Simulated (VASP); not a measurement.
The system is Ta2SiO3.

```
CELL_PARAMETERS angstrom
5.02965 0.00000 0.00000
-0.12828 5.04291 0.00000
-0.17061 -0.40305 6.72127
ATOMIC_POSITIONS crystal
Ta 0.97354 0.27024 0.18652
Ta 0.48454 0.71613 0.20570
Ta 0.02646 0.72976 0.81348
Ta 0.51546 0.28387 0.79430
Si 0.24567 0.48840 0.49245
Si 0.75433 0.51160 0.50755
O 0.71044 0.01415 0.26951
O 0.20055 0.96005 0.14156
O 0.75382 0.52891 0.01747
O 0.28956 0.98585 0.73049
O 0.79945 0.03995 0.85844
O 0.24618 0.47109 0.98253
```

The cell was built by a generator and needn't be a form met in nature.

Base run:

- Program: VASP 6.6.1
- Functional: PBE
- Potentials or basis: VASP PAW PBE potentials, release 64 (Ta_pv, Si, O)
- Cutoff: 520 eV
- k mesh: 6 × 6 × 6
- Occupations: gaussian, width 0.1 eV
- Spin: no spin polarisation

Its results: pressure 0.1 GPa; largest force 0.010 eV/Å.

Problem. The run is repeated on the same cell with these changes: functional from PBE to PBEsol. What comes out?

Solution. Pressure -5.4 GPa; largest force 0.322 eV/Å.

PBEsol binds more tightly than PBE, so the same cell stands under less pressure.

Caveats: the PAW data sets were made with another functional, which shifts forces and pressure a little (some runs).
